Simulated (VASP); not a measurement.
Data:

```
CELL_PARAMETERS angstrom
      2.90081     0.00000     0.00000
      0.00000     2.90081     0.00000
      0.00000     0.00000     2.90081
ATOMIC_POSITIONS crystal
  Al 0.50000 0.50000 0.50000
  Ru 0.00000 0.00000 0.00000
```

Calculation: PBEsol GGA, VASP's PBE PAW potentials (set 64) (plane waves; VASP). Settings: 500 eV cut-off, 13×13×13 Γ-centred mesh, first-order Methfessel-Paxton smearing of 0.10 eV, potentials Al Ru_pv.

Energy and stress use the plane-wave basis of the starting cell.

The ions, cell shape and volume at an external pressure of 30.0 GPa are relaxed. Which structure does the run end with?

```
CELL_PARAMETERS angstrom
      2.87128     0.00000     0.00000
      0.00000     2.87128     0.00000
      0.00000     0.00000     2.87128
ATOMIC_POSITIONS crystal
  Al 0.50000 0.50000 0.50000
  Ru 0.00000 0.00000 0.00000
```
Space group Pm-3m (221), at a tolerance of 0.03 Å.

How do energy and volume change from the first to the last step?

The energy (σ→0) changes by +57.3 meV/atom and the volume by -3.0 %, in 4 ionic steps.

The compound is RuAl in the CsCl type structure. This run relaxes it under an external pressure of 30 GPa. Symmetry was kept, so distortions that lower it aren't found. The electron count is odd and the run is not spin-polarised, which forces a metal.
